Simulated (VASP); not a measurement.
Input:

```
CELL_PARAMETERS angstrom
      2.86694     0.00000     0.00000
      0.00000     2.86694     0.00000
      0.00000     0.00000     2.86694
ATOMIC_POSITIONS crystal
  Al 0.50000 0.50000 0.50000
  Co 0.00000 0.00000 0.00000
```

All values below come from revPBE GGA, VASP's PBE PAW potentials (set 64) (plane waves; VASP). Run with 520 eV cut-off, Gaussian smearing of 0.050 eV, potentials Al Co.

Problem. What does the run give for the band gap (along the path) with the smallest direct gap where there is one?

Solution. 
```
Item                                                         Result
-------------------------  ----------------------------------------
band gap (along the path)  none (metal, semimetal or under 0.01 eV)
```

The absolute energy has meaning only against runs of the same code, potentials and settings.

The compound is CoAl in the CsCl type structure. It was relaxed first. The run is not spin-polarised, so no magnetic state was tried.
